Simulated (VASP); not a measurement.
Level of theory: PBEsol GGA, VASP's PBE PAW potentials (set 64) (plane waves; VASP).

A VASP calculation is set up with these files.

**KPOINTS**
```
Automatic mesh
0
Gamma
6 4 1
0 0 0
```

### POSCAR
```
NaH(110) slab
1
    3.3853969998     0.0000000000     0.0000000000
    0.0000000000     4.7876744790    -0.0000000000
   -0.0000000000    -0.0000000000    24.8724035372
Na H
6 6
Direct
  0.0000000000   0.0000000000   0.3298620000
  0.5000000000   0.5000000000   0.3979170000
  0.0000000000   0.0000000000   0.4659720000
  0.5000000000   0.5000000000   0.5340280000
  0.0000000000   0.0000000000   0.6020830000
  0.5000000000   0.5000000000   0.6701380000
  0.5000000000   0.0000000000   0.3979170000
  0.0000000000   0.5000000000   0.3298620000
  0.5000000000   0.0000000000   0.5340280000
  0.0000000000   0.5000000000   0.4659720000
  0.5000000000   0.0000000000   0.6701380000
  0.0000000000   0.5000000000   0.6020830000
```

### INCAR
```
SYSTEM = NaH(110) slab
PREC = Normal; ENCUT = 400; LREAL = .FALSE.
LASPH = .TRUE.
EDIFF = 1E-5; NELM = 100; NELMIN = 4
ALGO = Normal
ISMEAR = 0; SIGMA = 0.05
GGA = PS
IBRION = 2; NSW = 50; ISIF = 2
EDIFFG = -0.03
LWAVE = .TRUE.; LCHARG = .FALSE.
DIPOL = 0.5 0.5 0.5
LDIPOL = .TRUE.; IDIPOL = 3
```

POTCAR, in this order: Na_pv H (PBE.64 set). Program: vasp_std.

Predict the energy per atom (σ→0).

The energy per atom (σ→0) comes out as -2.457 eV/atom.

### OSZICAR
```
...
   7 F= -.29484804E+02 E0= -.29484804E+02  d E =-.119962E-02
       N       E                     dE             d eps       ncg     rms          rms(c)
DAV:   1    -0.294843760819E+02    0.43530E-03   -0.13135E+00   821   0.565E+00    0.779E-02
DAV:   2    -0.294859238974E+02   -0.15478E-02   -0.18024E-02   800   0.800E-01    0.399E-02
DAV:   3    -0.294858846914E+02    0.39206E-04   -0.62023E-04   889   0.138E-01    0.207E-02
DAV:   4    -0.294858545467E+02    0.30145E-04   -0.66729E-05   803   0.432E-02    0.464E-03
DAV:   5    -0.294858527499E+02    0.17968E-05   -0.42456E-06   569   0.122E-02
   8 F= -.29485853E+02 E0= -.29485853E+02  d E =-.224800E-02
```

The cell is a thin slab with vacuum, built from NaH (rock salt): (110) face.
